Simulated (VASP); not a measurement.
An input for Ansatz (written as the equivalent of a VASP run, and not itself run):

Ansatz 0.2 input:
```yaml
crystal:
  lattice:
    - [0.0000000, 3.1292380, 3.1292380]
    - [3.1292380, 0.0000000, 3.1292380]
    - [3.1292380, 3.1292380, 0.0000000]
  atoms:
    - { symbol: Nb, position: [0.0000000, 0.0000000, 0.0000000] }
    - { symbol: P, position: [0.2500000, 0.2500000, 0.2500000] }
kpoints:
  mp_grid: { grid: [9, 9, 9] }
hamiltonian:
  xc: pbe
  pseudopotentials: { kind: paw }
scf:
  occupations: { method: methfessel_paxton, width: 0.1 }
  max_iter: 100
relax:
  max_steps: 60
  f_tol: 0.01
  cell: {}
output: { forces: true, stress: true, eigenvalues: true }
```

Translate this input to VASP (INCAR, KPOINTS, POSCAR, choice of POTCAR).

This is not unique; one that fits is 
INCAR:
```
! general
SYSTEM  = NbP
PREC    = Accurate
ENCUT   = 400
LREAL   = .FALSE.
LASPH   = .TRUE.

! electronic loop
EDIFF   = 1E-6
NELM    = 100
ALGO    = Normal
LMAXMIX = 4

! smearing
ISMEAR  = 1
SIGMA   = 0.1

! functional
GGA     = PE

! ions
IBRION  = 2
NSW     = 60
ISIF    = 3
EDIFFG  = -0.01

! output
LWAVE   = .FALSE.
LCHARG  = .FALSE.
```

KPOINTS:
```
Automatic mesh
0
Gamma
9 9 9
0 0 0
```

**POSCAR**
```
NbP
1
    0.0000000000     3.1292380000     3.1292380000
    3.1292380000     0.0000000000     3.1292380000
    3.1292380000     3.1292380000     0.0000000000
Nb P
1 1
Direct
  0.0000000000   0.0000000000   0.0000000000
  0.2500000000   0.2500000000   0.2500000000
```

POTCAR, in this order: Nb_sv P (PBE.64 set). Program: vasp_std.

Limits of the translation: each code has its own PAW files, so the cut-off isn't converted (ENCUT is set for VASP's; basis.ecutwfc is left out, and Ansatz then takes the one that its files recommend); Ansatz stops its SCF on the density residual and VASP on the energy change (EDIFF).

The structure was generated: NbP was put into the zinc blende type (F-43m), which need not be its known phase. This run relaxes it. Symmetry was kept, so distortions that lower it aren't found.
